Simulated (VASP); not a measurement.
VASP ran on this input.

INCAR:
```
SYSTEM = KCl
PREC = Accurate
ENCUT = 400
EDIFF = 1E-6
NELM = 100
ALGO = Normal
LREAL = .FALSE.
LASPH = .TRUE.
ISMEAR = 1
SIGMA = 0.5
GGA = PE
LWAVE = .FALSE.
LCHARG = .FALSE.
ISIF = 2
```

**POSCAR**
```
KCl
1
    0.0000000000     3.1450000000     3.1450000000
    3.1450000000     0.0000000000     3.1450000000
    3.1450000000     3.1450000000     0.0000000000
K Cl
1 1
Direct
  0.0000000000   0.0000000000   0.0000000000
  0.5000000000   0.5000000000   0.5000000000
```

### KPOINTS
```
Automatic mesh
0
Gamma
6 6 6
0 0 0
```

POTCAR, in this order: K_sv Cl (PBE.64 set). Program: vasp_std.

What VASP printed:

### standard output
```
 POSCAR found type information on POSCAR K Cl
 POSCAR found :  2 types and       2 ions
 Reading from existing POTCAR
 Reading from existing POTCAR
 LDA part: xc-table for (Slater+PW92), standard interpolation
 POSCAR, INCAR and KPOINTS ok, starting setup
 WAVECAR not read
 entering main loop
       N       E                     dE             d eps       ncg     rms          rms(c)
DAV:   1     0.908193749352E+02    0.90819E+02   -0.62328E+03   384   0.970E+02
DAV:   2    -0.189658929842E+01   -0.92716E+02   -0.86375E+02   524   0.251E+02
DAV:   3    -0.688132660029E+01   -0.49847E+01   -0.49826E+01   496   0.538E+01
DAV:   4    -0.703146392380E+01   -0.15014E+00   -0.14999E+00   636   0.886E+00
DAV:   5    -0.703266419638E+01   -0.12003E-02   -0.12002E-02   508   0.829E-01    0.333E+00
DAV:   6    -0.674840458429E+01    0.28426E+00   -0.53775E-01   460   0.403E+00    0.273E+00
DAV:   7    -0.673369181386E+01    0.14713E-01   -0.13363E-01   480   0.218E+00    0.157E+00
DAV:   8    -0.674606362557E+01   -0.12372E-01   -0.19756E-02   512   0.119E+00    0.180E-01
DAV:   9    -0.674683977370E+01   -0.77615E-03   -0.11879E-03   504   0.233E-01    0.102E-01
DAV:  10    -0.674751304168E+01   -0.67327E-03   -0.69042E-04   436   0.201E-01    0.118E-02
DAV:  11    -0.674752223586E+01   -0.91942E-05   -0.18977E-05   564   0.291E-02    0.517E-03
DAV:  12    -0.674752557440E+01   -0.33385E-05   -0.43968E-06   448   0.164E-02    0.230E-03
DAV:  13    -0.674752565171E+01   -0.77311E-07   -0.24730E-07   376   0.426E-03
   1 F= -.67475257E+01 E0= -.67765100E+01  d E =0.869531E-01
```

### OUTCAR
```
------------------------ aborting loop because EDIFF is reached ----------------------------------------
  FORCE on cell =-STRESS in cart. coord.  units (eV):
  Direction    XX          YY          ZZ          XY          YZ          ZX
  --------------------------------------------------------------------------------------
  Total        0.2683900      0.2683900      0.2683900      0.0000000      0.0000000     -0.0000000
  in kB        6.9117006      6.9117006      6.9117006      0.0000000      0.0000000     -0.0000000
  external PRESSURE =       6.9117006 kB  Pullay stress =       0.0000000 kB
  volume of cell :       62.21
      direct lattice vectors                 reciprocal lattice vectors
     0.000000000  3.145000000  3.145000000    -0.158982512  0.158982512  0.158982512
     3.145000000  0.000000000  3.145000000     0.158982512 -0.158982512  0.158982512
     3.145000000  3.145000000  0.000000000     0.158982512  0.158982512 -0.158982512
  FREE ENERGIE OF THE ION-ELECTRON SYSTEM (eV)
  ---------------------------------------------------
  free  energy   TOTEN  =        -6.7475256517 eV

  energy  without entropy=       -6.8344787241  energy(sigma->0) =       -6.77651001
```
(Selected blocks of OUTCAR.)

**Question.** Read input and log: which fault does this run have?
(A) ICHARG = 11 asks for a fixed density, but there is no CHGCAR
(B) the lattice vectors form a left-handed set
(C) Methfessel-Paxton smearing was used on a material with a gap
(D) EDIFFG is positive, so the stop tests the energy change and not the forces

**Answer.** C, Methfessel-Paxton smearing was used on a material with a gap. The run ends without an error. Against the sound run, the energy per atom (σ→0) rises by 0.013 eV/atom; the pressure decreases by 0.12 GPa; the band gap rises by 0.01 eV.

To mend it, set ISMEAR = 0, set SIGMA = 0.05.

The mended run (PBE GGA, plane waves, VASP's PBE PAW potentials (set 64)) converges, and its OSZICAR ends with
```
   1 F= -.68031473E+01 E0= -.68031473E+01  d E =-.813643E-11
```

The compound is KCl in the rock salt structure. The cell was not relaxed at this level.
